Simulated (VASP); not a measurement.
A VASP calculation is set up with these files.

File POSCAR:
```
CuI
1.0
  0.0000000000   2.9517348465   2.9517348465
  2.9517348465   0.0000000000   2.9517348465
  2.9517348465   2.9517348465   0.0000000000
Cu I
1 1
direct
  0.0000000000   0.0000000000   0.0000000000
  0.2500000000   0.2500000000   0.2500000000
```

INCAR:
```
# general
SYSTEM   =  CuI
PREC     =  Accurate
ENCUT    =  480
LREAL    =  F
LASPH    =  T

# electronic loop
EDIFF    =  1E-7
NELM     =  100
ALGO     =  Normal
LMAXMIX  =  4

# smearing
ISMEAR   =  0
SIGMA    =  0.05

# functional
GGA      =  PS

# ions
IBRION   =  2
NSW      =  40
ISIF     =  3
EDIFFG   =  -0.01
PSTRESS  =  10

# output
LWAVE    =  F
LCHARG   =  F
```

**KPOINTS**
```
K-points
0
gamma
8 8 8
0 0 0
```

POTCAR, in this order: Cu I (PBE.64 set). Program: vasp_std.

Question: Write an equivalent input for Ansatz.

Answer: One equivalent input (not run):
Ansatz 0.2 input:
```yaml
crystal:
  lattice:
    - [0.0000000, 2.9517348, 2.9517348]
    - [2.9517348, 0.0000000, 2.9517348]
    - [2.9517348, 2.9517348, 0.0000000]
  atoms:
    - { symbol: Cu, position: [0.0000000, 0.0000000, 0.0000000] }
    - { symbol: I, position: [0.2500000, 0.2500000, 0.2500000] }
kpoints:
  mp_grid: { grid: [8, 8, 8] }
hamiltonian:
  xc: pbesol
  pseudopotentials: { kind: paw }
scf:
  occupations: { method: gaussian, width: 0.05 }
  max_iter: 100
relax:
  max_steps: 40
  f_tol: 0.01
  cell: { p_target: 1 }
output: { forces: true, stress: true, eigenvalues: true }
```
The two are equivalent in intent, not identical: each code has its own PAW files, so the cut-off isn't converted (ENCUT is set for VASP's; basis.ecutwfc is left out, and Ansatz then takes the one that its files recommend); Ansatz stops its SCF on the density residual and VASP on the energy change (EDIFF).

The compound is CuI in the zinc blende structure. It was relaxed first under an external pressure of 1 GPa.
